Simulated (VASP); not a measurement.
```yaml
crystal:
  lattice:
    - [0.00000, 2.87428, 2.87428]
    - [2.87428, 0.00000, 2.87428]
    - [2.87428, 2.87428, 0.00000]
  atoms:
    - { symbol: Li, position: [0.25000, 0.25000, 0.25000] }
    - { symbol: Li, position: [0.75000, 0.75000, 0.75000] }
    - { symbol: S, position: [0.00000, 0.00000, 0.00000] }
```

Method: MS2 meta-GGA, VASP's PBE PAW potentials (set 64) (plane waves; VASP). Settings: 520 eV cut-off, 7×7×7 Γ-centred mesh, Gaussian smearing of 0.050 eV, potentials Li_sv S.

### Question
What does the run give for the energy per atom (σ→0), pressure?

### Answer

energy per atom (σ→0): -6.196 eV/atom
pressure: -2.42 GPa

Only differences to runs with the same potentials and settings are physical.

The compound is Li2S in the antifluorite structure. This cell is one point of a volume scan, at 1.06 of the reference volume.
